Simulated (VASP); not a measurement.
Here is the system:

```
CELL_PARAMETERS angstrom
      0.00000     2.50506     2.46541
      2.49123     0.00000     2.46541
      2.49123     2.50506     0.00000
ATOMIC_POSITIONS crystal
  Hf 0.00000 0.00000 0.00000
  O  0.25000 0.25000 0.25000
  O  0.73936 0.76064 0.76064
```
Cell charge +0.5.

The numbers are results of PBE GGA, VASP's PBE PAW potentials (set 64) (plane waves; VASP), not measurements. Settings: NELECT = 21.5, 520 eV cut-off, 7×7×7 Γ-centred mesh, Gaussian smearing of 0.050 eV, potentials Hf_pv O.

The cell is charged, with a uniform compensating background.

Question: Give the force on each atom (eV/Å).

Answer: 
| atom | Fx | Fy | Fz |
|---|---|---|---|
| Hf1 | 0.217 | 0.000 | 0.000 |
| O2 | 0.471 | 0.000 | 0.000 |
| O3 | -0.688 | 0.000 | 0.000 |

Question: Give the stress tensor in GPa (positive for a compressed cell).

Answer: 
```
-5.51   0.00   0.00
 0.00  -5.51   3.16
 0.00   3.16  -4.72
```
The pressure is its mean diagonal, -5.25 GPa.

The compound is HfO2 in the fluorite structure, the high-temperature cubic form, which is unstable at 0 K; the monoclinic form is the stable one. The cell was not relaxed at this level, atoms are displaced from their ideal sites. The k-mesh is coarse (spacing up to 0.31 per Å, 2π included), so the numbers may not be converged in it. The run is one of a series of settings (NELECT = 21.5 against the base run), some of them coarse on purpose.
